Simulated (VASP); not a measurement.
```
CELL_PARAMETERS angstrom
      6.20424     0.00000     0.00000
      0.00000     6.20424     0.00000
      0.00000     0.00000     6.20424
ATOMIC_POSITIONS crystal
  W  0.00000 0.00000 0.00000
  W  0.50000 0.50000 0.00000
  W  0.00000 0.50000 0.50000
  W  0.50000 0.00000 0.50000
  Se 0.35905 0.35905 0.35905
  Se 0.85905 0.14095 0.64095
  Se 0.64095 0.85905 0.14095
  Se 0.14095 0.64095 0.85905
  Se 0.64095 0.64095 0.64095
  Se 0.14095 0.85905 0.35905
  Se 0.35905 0.14095 0.85905
  Se 0.85905 0.35905 0.14095
```

These are r2SCAN meta-GGA, VASP's PBE PAW potentials (set 64) (plane waves; VASP 6.6.1) values and carry that method's errors. Settings: 400 eV cut-off, 6×6×6 Γ-centred mesh, tetrahedra with Blöchl corrections, potentials W_sv Se.

Problem. Give the energies of bands 46 to 59 at the high-symmetry points, in eV from the Fermi level.

Solution. 
```tsv
band	Γ	X	M	R	X1
46	-0.82	-1.57	-1.56	-2.17	-1.57
47	-0.82	-0.66	-1.56	-2.17	-0.66
48	-0.82	-0.66	-1.56	-2.17	-0.66
49	-0.32	-0.09	-0.08	-0.98	-0.09
50	-0.32	-0.09	-0.08	-0.98	-0.09
51	-0.03	0.00	-0.08	-0.98	0.00
52	-0.03	0.00	-0.08	-0.98	0.00
53	-0.03	0.35	0.24	-0.20	0.35
54	0.38	0.35	0.24	-0.20	0.35
55	0.49	0.91	0.24	-0.20	0.91
56	0.49	0.91	0.24	-0.20	0.91
57	0.49	1.01	1.70	2.44	1.01
58	1.17	1.01	1.70	2.44	1.01
59	1.17	1.37	1.70	2.44	1.37
```

It has no gap at this level: it comes out as a metal or semimetal.

The structure was generated: WSe2 was put into the pyrite type (Pa-3), which need not be its known phase. It was relaxed first, which changed the volume by -7 %.
